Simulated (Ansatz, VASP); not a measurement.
# AlRu: VASP beside Ansatz

One calculation is typed for both programs; each brings its own data sets. How far apart do they land? The cell is taken from a series of runs on this material, whose earlier steps may have relaxed, scaled, displaced or heated it; both programs get it as it stands.

Method: plane waves, with VASP 6.6.1 beside it; single point at PBEsol, in Ansatz 0.2.0.

### Step 1. Set-up

It takes space group Pm-3m (No. 221, cubic). Conventional cell: a = 2.945 Å, b = 2.945 Å, c = 2.945 Å, α = 90.00°, β = 90.00°, γ = 90.00°. Nearest to Al lie 8 Ru at 2.55 Å. Nearest to Ru lie 8 Al at 2.55 Å. Farther neighbours are not listed.

Structure file:

```cif
data_structure
_symmetry_space_group_name_H-M 'Pm-3m'
_symmetry_Int_Tables_number 221
_cell_length_a 2.9454
_cell_length_b 2.9454
_cell_length_c 2.9454
_cell_angle_alpha 90.000
_cell_angle_beta 90.000
_cell_angle_gamma 90.000
_cell_volume 25.55
loop_
_atom_site_label
_atom_site_type_symbol
_atom_site_symmetry_multiplicity
_atom_site_Wyckoff_symbol
_atom_site_fract_x
_atom_site_fract_y
_atom_site_fract_z
_atom_site_occupancy
Al1 Al 1 a 0.00000 0.00000 0.00000 1
Ru1 Ru 1 b 0.50000 0.50000 0.50000 1
```

### Step 2. Ansatz: single point, PBEsol, pair 1

Ansatz runs on its default PAW (the set named soft_2) files.

A single point gives forces, pressure and levels at one fixed geometry, so differences don't come from the geometry; what else differs is listed under the comparison.

input.yaml

```yaml
crystal:
  lattice:
    - [2.9454302105, 0.0, 0.0]
    - [0.0, 2.9454302105, 0.0]
    - [0.0, 0.0, 2.9454302105]
  atoms:
    - { symbol: Al, position: [0.0, 0.0, 0.0] }
    - { symbol: Ru, position: [0.5, 0.5, 0.5] }
kpoints:
  mp_grid: { grid: [12, 12, 12] }
hamiltonian:
  xc: pbesol
scf:
  occupations: { method: methfessel_paxton, width: 0.15 }
output:
  forces: true
  stress: true
  eigenvalues: true
```

On the command line:

```console
> ansatz run input.yaml --threads 4 --pin off --max-ram 7168MiB --backend cpu --events-out ev --progress --plain --runs-dir out
```

Numbers of over 12 decimals in the logs are rounded to 6 here.

Log:

```text
Engine: ansatz 0.2.0, aarch64-unknown-linux-gnu
Pseudopotentials: kind: paw
Pseudopotential: Al, paw, valence charge 3, recommended cutoff 420 eV (normal), Al.paw.azcp
Pseudopotential: Ru, paw, valence charge 16, recommended cutoff 420 eV (normal), Ru.paw.azcp
Functional definition: PBEsol
  exchange = pbesol_x
  correlation = pbesol_c
Crystal: 2 atoms, lattice volume = 25.553 Å³
Basis set: ecut = 420 eV, 485 PW (Γ), exchange–correlation on 40×40×40 points (8 copies of the dense FFT grid, shifted against one another)
Bands: 14, of which v1, the nominal top of the filled ones, is band 10 counted from 1 (9 counted from 0)
Symmetry: 48 space group operations
Space group: Pm-3m (ITA 221), of the structure as read, at distance tolerance 2.9e-5 Å
k-points: 84 of 1728
Non-local potential: Al, projectors of the file, l = 0: 2, l = 1: 2, l = 2: 1
Non-local potential: Ru, projectors of the file, l = 0: 3, l = 1: 2, l = 2: 2, l = 3: 1
PAW form: soft (Blöchl's): semilocal exchange-correlation on the pseudo side does not see the compensation charge
PAW frozen core: Al, regenerated for the run's functional, and the local potential with it (the file was generated under x = pbe(κ = 0.804, μ = 0.219515), c = pbe(β = 0.066725))
PAW frozen core: Ru, regenerated for the run's functional, and the local potential with it (the file was generated under x = pbe(κ = 0.804, μ = 0.219515), c = pbe(β = 0.066725))
PAW one-centre angular grid: Al, 110 points (default); XC on 64 Gauss nodes
PAW one-centre angular grid: Ru, 590 points (default); XC on 64 Gauss nodes
Initial density: superposition of atomic densities (neutral atoms: chi_scale 0, normalization atom), corrected by the library's trained network
Initial wavefunctions: pseudopotential atomic-orbital guess
Functional: x = pbesol(κ = 0.804, μ = 0.123457), c = pbesol(β = 0.046)
SCF iter   1: F=—  HF=-6342.302136 eV  |F-HF|=—  |Δ(HF+E_count)|=         —  Δρ=9.48e-3  dr2=2.43e-2  ethr=1.77e-3  ⟨swp⟩=5.0  Hψ=5950  notcnv=0
preconditioner: auto → none  [metal: Δε(μ)=0.035 eV  Ē_g=9.259 eV  σ=0.150 eV  W_gap=0.20  n_scr=6 (ndim 8)  ℏωp=24.4 eV  f_vac=0.000  D(μ)=1.36/eV (n_scr^D=18)  sad-step TF]
SCF iter   2: F=—  HF=-6342.298386 eV  |F-HF|=—  |Δ(HF+E_count)|=   3.75e-3  S|Δr|=    0.00e0  Δρ=5.35e-3  dr2=8.69e-3  ethr=1.28e-4  ⟨swp⟩=1.1  Hψ=1853  notcnv=0
SCF iter   3: F=—  HF=-6342.296415 eV  |F-HF|=—  |Δ(HF+E_count)|=   1.97e-3  S|Δr|=    0.00e0  Δρ=5.45e-4  dr2=6.87e-5  ethr=4.57e-5  ⟨swp⟩=2.5  Hψ=1698  notcnv=0
SCF iter   4: F=—  HF=-6342.296353 eV  |F-HF|=—  |Δ(HF+E_count)|=   6.12e-5  S|Δr|=    0.00e0  Δρ=1.30e-4  dr2=3.68e-6  ethr=3.62e-7  ⟨swp⟩=2.0  Hψ=1723  notcnv=0
SCF iter   5: F=-6342.296353 eV  HF=-6342.296353 eV  |F-HF|=1.55e-8  |Δ(HF+E_count)|=   5.97e-7  S|Δr|=    0.00e0  Δρ=1.20e-5  dr2=2.44e-8  ethr=5.26e-10  ⟨swp⟩=3.8  Hψ=5121  notcnv=0
SCF 1 converged in 5 iterations: F = -6342.296353 eV  dr2 = 2.44e-8
  greatest PAW one-centre occupation: 0.999 electrons in one spin orbital (limit 2), on the Ru atom at site 1 (counted from 0), in its partial waves of l = 0
SCF converged after 5 iterations
Stability not checked: this state was not tested for a lower state beside it, because cold or Methfessel-Paxton smearing, or corrected tetrahedra, fill the levels in a way that the test cannot read (fill_not_monotonic; see scf.lower_state_search)
Free energy (F): -6342.296353 eV
Harris-Foulkes:  -6342.296353 eV  (|F-HF|=1.55e-8)
Internal energy: -6342.296576 eV  (E = F + TS)
E sigma→0 (E₀):  -6342.296408 eV
Entropy (-TS):   0.000223 eV (0.111 meV/atom)
Fermi energy:    16.915359 eV
--- Per-component energies (eV) ---
  E_band       = -105.923471
  E_kinetic    = 545.636795
  E_local      = -1754.360014  (includes V_loc(G=0)·N_el)
  E_nonlocal   = 356.889351
  E_hartree    = 622.702074
  E_xc         = -231.754338
  E_vxc        = -271.579605  (∫ρ·V_xc dr)
  E_paw        = -3855.589917  (= ΣΔE_a)
  E_vpaw       = -227.906853  (= ΣTr[D̂ρ^β])
  E_aug_tail   = -0.000207  (compensation charges beyond the density's cutoff)
  E_ewald      = -2026.092754
  E_core_change = 0.272435  (= ΣΔE_core)
  E_smearing   = 0.000223  (= −TS)
  E_closure    = 0.000000  (closes the sum)
  Σ components = -6342.296353   (vs F -6342.296353, Δ=0.00e0)
--- Forces (eV/Å), atoms counted from 1 ---
  atom   1  Al     0.00000000     0.00000000     0.00000000
  atom   2  Ru     0.00000000     0.00000000     0.00000000
  max |Σ_I F_I| component: 1.05e-29 eV/Å
--- Stress (GPa, compression-positive) ---
        7.158374      -0.000000      -0.000000
       -0.000000       7.158374       0.000000
       -0.000000       0.000000       7.158374
  P = ⅓ Tr σ = 7.1584 GPa (71.584 kbar)
--- Band table (eV; the first three rows and the last of 84) ---
  k-point 0: bands = [... 6 lower, 13.0665, 17.1212, 17.1212, 17.1212, 23.2129, 23.2129, 23.2129, 28.1499]
  k-point 1: bands = [... 6 lower, 13.1198, 16.9432, 16.9432, 17.1391, 22.5741, 23.4916, 23.4916, 27.8152]
  k-point 2: bands = [... 6 lower, 13.2568, 16.5135, 16.5135, 17.1884, 21.3256, 24.2231, 24.2231, 26.9919]
  k-point 83: bands = [... 6 lower, 12.0188, 18.6688, 18.6688, 19.8022, 21.1343, 21.1343, 21.1343, 25.9316]
```

In the SCF lines HF is the Harris–Foulkes energy and dr2 the Hartree energy of the density residual, in eV; the loop may stop once dr2 is under the threshold and the program's other checks hold. Hψ counts applications of the Hamiltonian.

The run ends at a pressure of 7.16 GPa.

### Step 3. VASP: single point, PBEsol, pair 1

The same cell, functional, mesh and smearing now go to VASP, with its own data sets.

Lines of VASP's logs that name or quote its potential files are left out, and so is its time.

INCAR

```
SYSTEM = AlRu
PREC = Accurate
ENCUT = 500
EDIFF = 1E-06
NELM = 120
ISMEAR = 1
SIGMA = 0.15
LREAL = .FALSE.
ALGO = Normal
GGA = PS
NBANDS = 14
LASPH = .TRUE.
LORBIT = 11
LWAVE = .FALSE.
LCHARG = .FALSE.
ISIF = 2
GGA_COMPAT = .FALSE.
```

POSCAR

```
AlRu
1.0
    2.9454302105      0.0000000000      0.0000000000
    0.0000000000      2.9454302105      0.0000000000
    0.0000000000      0.0000000000      2.9454302105
Al Ru
1 1
Direct
    0.0000000000      0.0000000000      0.0000000000
    0.5000000000      0.5000000000      0.5000000000
```

KPOINTS

```
Automatic mesh
0
Gamma
12 12 12
0 0 0
```

PAW data sets: Al and Ru_pv (PBE family, release 64).

On the command line:

```console
> mpirun -np 1 vasp_std
```

Log:

```text
[banner, memory and clock lines left out]
running    1 mpi-ranks, on    1 nodes
 distrk:  each k-point on    1 cores,    1 groups
 distr:  one band on    1 cores,    1 groups

 POSCAR found type information on POSCAR AlRu
 POSCAR found :  2 types and       2 ions
|                                                                             |
|               ----> ADVICE to this user running VASP <----                  |
|                                                                             |
|     You enforced a specific xc type in the INCAR file but a different       |
|     [... a line on the potential file left out ...]
|     I HOPE YOU KNOW WHAT YOU ARE DOING!                                     |
|                                                                             |

 LDA part: xc-table for (Slater+PW92), standard interpolation
 POSCAR, INCAR and KPOINTS ok, starting setup
 FFT: planning ... GRIDC
 FFT: planning ... GRID_SOFT
 FFT: planning ... GRID
 WAVECAR not read
 entering main loop
       N       E                     dE             d eps       ncg     rms          rms(c)
DAV:   1     0.113607216036E+03    0.11361E+03   -0.92148E+03  2408   0.110E+03
DAV:   2    -0.144258782015E+02   -0.12803E+03   -0.12239E+03  2622   0.320E+02
DAV:   3    -0.162986874011E+02   -0.18728E+01   -0.18657E+01  2820   0.409E+01
DAV:   4    -0.163134803451E+02   -0.14793E-01   -0.14790E-01  2988   0.370E+00
DAV:   5    -0.163137227672E+02   -0.24242E-03   -0.24240E-03  2970   0.407E-01    0.146E+01
DAV:   6    -0.155969831635E+02    0.71674E+00   -0.29857E+00  2478   0.200E+01    0.247E+00
DAV:   7    -0.155272191133E+02    0.69764E-01   -0.21352E-01  2562   0.544E+00    0.228E+00
DAV:   8    -0.155087747135E+02    0.18444E-01   -0.19486E-02  2970   0.101E+00    0.222E-01
DAV:   9    -0.155086399031E+02    0.13481E-03   -0.59096E-04  2916   0.146E-01    0.139E-01
DAV:  10    -0.155086295661E+02    0.10337E-04   -0.40737E-05  2932   0.757E-02    0.159E-02
DAV:  11    -0.155086278534E+02    0.17126E-05   -0.44229E-06  2952   0.261E-02    0.619E-03
DAV:  12    -0.155086274210E+02    0.43241E-06   -0.11395E-07  2058   0.337E-03
   1 F= -.15508627E+02 E0= -.15508698E+02  d E =0.213100E-03
```

Parts of OUTCAR (step 3):

```text
ion  position               nearest neighbor table
   1  0.000  0.000  0.000-   2 2.55   2 2.55   2 2.55   2 2.55   2 2.55   2 2.55   2 2.55   2 2.55

  LATTYP: Found a simple cubic cell.
 ALAT       =     2.9454302105

 Subroutine GETGRP returns: Found 48 space group operations
 (whereof 48 operations were pure point group operations)

The static configuration has the point symmetry O_h .

 Found     84 irreducible k-points:

   k-points           NKPTS =     84   k-points in BZ     NKDIM =     84   number of bands    NBANDS=     14

   dimension x,y,z NGX =    24 NGY =   24 NGZ =   24
   dimension x,y,z NGXF=    48 NGYF=   48 NGZF=   48

   ENCUT  =  500.0 eV  36.75 Ry    6.06 a.u.   5.37  5.37  5.37*2*pi/ulx,y,z

   NELECT =      17.0000    total number of electrons

 k-points in reciprocal lattice and weights: Automatic mesh
   0.00000000  0.00000000  0.00000000       0.001
   0.08333333  0.00000000  0.00000000       0.003
   0.16666667  0.00000000  0.00000000       0.003
   0.25000000  0.00000000  0.00000000       0.003
   0.33333333  0.00000000  0.00000000       0.003
   0.41666667  0.00000000  0.00000000       0.003
   0.50000000  0.00000000  0.00000000       0.002
   0.08333333  0.08333333  0.00000000       0.007
   0.16666667  0.08333333  0.00000000       0.014
[...]
0.50000000  0.50000000  0.41666667       0.003
   0.50000000  0.50000000  0.50000000       0.001

 average (electrostatic) potential at core
       1 -67.5285       2 -67.3616

 E-fermi :  11.2659

 k-point     1 :       0.0000    0.0000    0.0000
  band No.  band energies     occupation
    ...
      2     -30.4580      2.00000
      3     -30.4580      2.00000
      4       1.3083      2.00000
      5       7.4164      2.00000
      6       7.4164      2.00000
      7      11.4725     -0.06515
      8      11.4725     -0.06515
      9      11.4725     -0.06515
     10      17.5700      0.00000
     11      17.5700      0.00000
    ...

 k-point     2 :       0.0833    0.0000    0.0000
  band No.  band energies     occupation
    ...
      4       1.4476      2.00000
      5       7.4662      2.00000
      6       7.4696      2.00000
      7      11.2943      0.68584
      8      11.2943      0.68584
      9      11.4902     -0.05570
     10      16.9299      0.00000
     11      17.8494      0.00000
     12      17.8494      0.00000
     13      22.2081      0.00000
    ...

 k-point     3 :       0.1667    0.0000    0.0000
  band No.  band energies     occupation
    ...
      4       1.8558      2.00000
      5       7.5768      2.00000
      6       7.6068      2.00000
      7      10.8644      2.00101
      8      10.8644      2.00101
      9      11.5394     -0.02710
     10      15.6792      0.00000
     11      18.5834      0.00000
     12      18.5834      0.00000
     13      21.3831      0.00000
    ...

  Total        1.1618742      1.1618742      1.1618742      0.0000000     -0.0000000      0.0000000
  in kB       72.8489807     72.8489807     72.8489807      0.0000000     -0.0000000      0.0000000
  external PRESSURE =      72.8489807 kB  Pullay stress =       0.0000000 kB

  energy-cutoff  :      500.00
  volume of cell :       25.55
      direct lattice vectors                 reciprocal lattice vectors
     2.945430211  0.000000000  0.000000000     0.339508978  0.000000000  0.000000000
     0.000000000  2.945430211  0.000000000     0.000000000  0.339508978  0.000000000
     0.000000000  0.000000000  2.945430211     0.000000000  0.000000000  0.339508978

 POSITION                                       TOTAL-FORCE (eV/Angst)
 -----------------------------------------------------------------------------------
      0.00000      0.00000      0.00000         0.000000      0.000000      0.000000
      1.47272      1.47272      1.47272         0.000000      0.000000      0.000000
 -----------------------------------------------------------------------------------
    total drift:                                0.000000     -0.000000     -0.000000

  FREE ENERGIE OF THE ION-ELECTRON SYSTEM (eV)
  ---------------------------------------------------
  free  energy   TOTEN  =       -15.5086274210 eV

  energy  without entropy=      -15.5088405213  energy(sigma->0) =      -15.50869845

 total charge
# of ion       s       p       d       tot
------------------------------------------
    1        0.397   0.440   0.000   0.837
    2        0.354   6.268   6.252  12.874
--------------------------------------------------
tot          0.751   6.708   6.252  13.711

[... 3 further parts left out ...]
```

The run ends at a pressure of 7.28 GPa.

### Step 4. Differences

Known differences besides the potentials themselves: the data sets hold 19 valence electrons in Ansatz (on its default PAW (the set named soft_2) files) and 17 in VASP; the cutoff is 420 eV in Ansatz and 500 eV in VASP; Ansatz makes its cores anew for this functional, VASP keeps those of its PBE data sets. Total energies have different zeros and are not compared.

The two programs side by side:

| quantity | Ansatz | VASP | difference |
| --- | --- | --- | --- |
| pressure (GPa) | 7.16 | 7.28 | -0.13 |

### Step 5. Ansatz: single point, PBEsol, pair 2

A single point gives forces, pressure and levels at one fixed geometry, so differences don't come from the geometry; what else differs is listed under the comparison. The cell compared in this pair holds 27.13 Å³, against 25.55 Å³ for the pair before.

The cell is taken from a series of runs on this material, whose earlier steps may have relaxed, scaled, displaced or heated it; both programs get it as it stands.

input.yaml, the sections that differ from step 2:

```yaml
crystal:
  lattice:
    - [3.0049498871, 0.0, 0.0]
    - [0.0, 3.0049498871, 0.0]
    - [0.0, 0.0, 3.0049498871]
  atoms:
    - { symbol: Al, position: [0.0, 0.0, 0.0] }
    - { symbol: Ru, position: [0.5, 0.5, 0.5] }
# kpoints, hamiltonian, scf, output: as in step 2
```

On the command line:

```console
> ansatz run input.yaml --threads 4 --pin off --max-ram 7168MiB --backend cpu --events-out ev --progress --plain --runs-dir out
```

Log:

```text
[...]
Crystal: 2 atoms, lattice volume = 27.134 Å³
Basis set: ecut = 420 eV, 515 PW (Γ), exchange–correlation on 48×48×48 points (8 copies of the dense FFT grid, shifted against one another)
Bands: 14, of which v1, the nominal top of the filled ones, is band 10 counted from 1 (9 counted from 0)
Symmetry: 48 space group operations
[...]
k-points: 84 of 1728
[...]
--- Band table (eV; the first three rows and the last of 84) ---
  k-point 0: bands = [... 6 lower, 12.2134, 15.9141, 15.9141, 15.9141, 21.7317, 21.7317, 21.7317, 26.6079]
  k-point 1: bands = [... 6 lower, 12.2593, 15.7512, 15.7512, 15.9302, 21.1009, 21.9951, 21.9951, 26.3179]
  k-point 2: bands = [... 6 lower, 12.3887, 15.3567, 15.3567, 15.9745, 19.8726, 22.6913, 22.6913, 25.5921]
  k-point 83: bands = [... 6 lower, 11.1762, 17.3184, 17.3184, 18.2456, 19.7990, 19.7990, 19.7990, 24.1732]
[key lines of the parts left out:]
SCF converged after 5 iterations
Free energy (F): -6342.298103 eV
Fermi energy:    15.723888 eV
P = ⅓ Tr σ = -6.0929 GPa (-60.929 kbar)
```

The run ends at a pressure of -6.09 GPa.

### Step 6. VASP: single point, PBEsol, pair 2

The same cell, functional, mesh and smearing now go to VASP, with its own data sets.

INCAR is that of step 3.

POSCAR

```
AlRu
1.0
    3.0049498871      0.0000000000      0.0000000000
    0.0000000000      3.0049498871      0.0000000000
    0.0000000000      0.0000000000      3.0049498871
Al Ru
1 1
Direct
    0.0000000000      0.0000000000      0.0000000000
    0.5000000000      0.5000000000      0.5000000000
```

KPOINTS is that of step 3.

On the command line:

```console
> mpirun -np 1 vasp_std
```

Log:

```text
[banner, memory and clock lines left out]
running    1 mpi-ranks, on    1 nodes
[...]
[... a notice as in an earlier step ...]

 LDA part: xc-table for (Slater+PW92), standard interpolation
 POSCAR, INCAR and KPOINTS ok, starting setup
[...]
entering main loop
       N       E                     dE             d eps       ncg     rms          rms(c)
DAV:   1     0.108689899009E+03    0.10869E+03   -0.91809E+03  2438   0.109E+03
DAV:   2    -0.144934419285E+02   -0.12318E+03   -0.11746E+03  2580   0.311E+02
DAV:   3    -0.162899508402E+02   -0.17965E+01   -0.17838E+01  2904   0.395E+01
DAV:   4    -0.163041688069E+02   -0.14218E-01   -0.14215E-01  2920   0.358E+00
[...]
DAV:  10    -0.155119053071E+02    0.14674E-04   -0.38282E-05  3082   0.734E-02    0.111E-02
DAV:  11    -0.155119040048E+02    0.13022E-05   -0.34349E-06  2988   0.221E-02    0.491E-03
DAV:  12    -0.155119034672E+02    0.53760E-06   -0.10478E-07  1890   0.334E-03
   1 F= -.15511903E+02 E0= -.15512046E+02  d E =0.426321E-03
```

From OUTCAR (step 6):

```text
  Total       -1.0210943     -1.0210943     -1.0210943      0.0000000      0.0000000     -0.0000000
  in kB      -60.2926982    -60.2926982    -60.2926982      0.0000000      0.0000000     -0.0000000
  external PRESSURE =     -60.2926982 kB  Pullay stress =       0.0000000 kB

 POSITION                                       TOTAL-FORCE (eV/Angst)
 -----------------------------------------------------------------------------------
      0.00000      0.00000      0.00000         0.000000      0.000000      0.000000
      1.50247      1.50247      1.50247         0.000000      0.000000      0.000000
 -----------------------------------------------------------------------------------
    total drift:                                0.000000     -0.000000     -0.000000

  FREE ENERGIE OF THE ION-ELECTRON SYSTEM (eV)
  ---------------------------------------------------
  free  energy   TOTEN  =       -15.5119034672 eV

  energy  without entropy=      -15.5123297881  energy(sigma->0) =      -15.51204557

[... 1 part as in an earlier step ...]

[... 2 further parts left out ...]
[key lines of the parts left out:]
E-fermi :  10.4020
```

The run ends at a pressure of -6.03 GPa.

### Step 7. Differences

What differs besides the data sets and the points named for the pairs above, as far as they apply: the data sets hold 19 valence electrons in Ansatz (on its default PAW (the set named soft_2) files) and 17 in VASP. Total energies have different zeros and are not compared.

The two programs side by side:

```csv
quantity,Ansatz,VASP,difference
pressure (GPa),-6.09,-6.03,-0.06
```

### Step 8. Summary of results

| Quantity | Value |
| --- | --- |
| difference in pressure (single point, PBEsol, pair 1) | -0.13 GPa |
| difference in pressure (single point, PBEsol, pair 2) | -0.064 GPa |

The difference in pressure is -0.13 GPa (single point, PBEsol, pair 1), within the 1 GPa picked in this series as the mark of a large difference. The data sets hold unlike numbers of valence electrons (19 in Ansatz and 17 in VASP), so part of the differences comes from the potentials. Such differences can come from data sets, numerical settings and the points named under the comparisons, not from the functional's error against experiment.

[Lines on the potential files, build, host, timing and source positions are cut from VASP's logs without a mark.]

[Logs are printed without paths, hosts, clocks, repeated set-up lines and the standing remarks that a program may print on its own settings, such as how far it seeks lower states.]

[Hosts, paths, dates, database ids (printed as entryN), source tags and the programs' standing remarks are cut or masked in the printed files.]
